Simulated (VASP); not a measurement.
Data:

```
C
1.0
    0.00000     1.78728     1.78728
    1.78728     0.00000     1.78728
    1.78728     1.78728     0.00000
C
2
Direct
  0.00000   0.00000   0.00000
  0.25000   0.25000   0.25000
```

The numbers are results of PW91 GGA, VASP's PBE PAW potentials (set 64) (plane waves; VASP), not measurements. Numerical set-up: 520 eV cut-off, 14×14×14 Γ-centred mesh, tetrahedra with Blöchl corrections, potentials C.

Question: Estimate the energy per atom (σ→0).

Answer: 
```yaml
energy per atom (σ→0): -9.096 eV/atom
```

Only differences to runs with the same potentials and settings are physical.

The compound is C in the diamond structure. It was relaxed first.
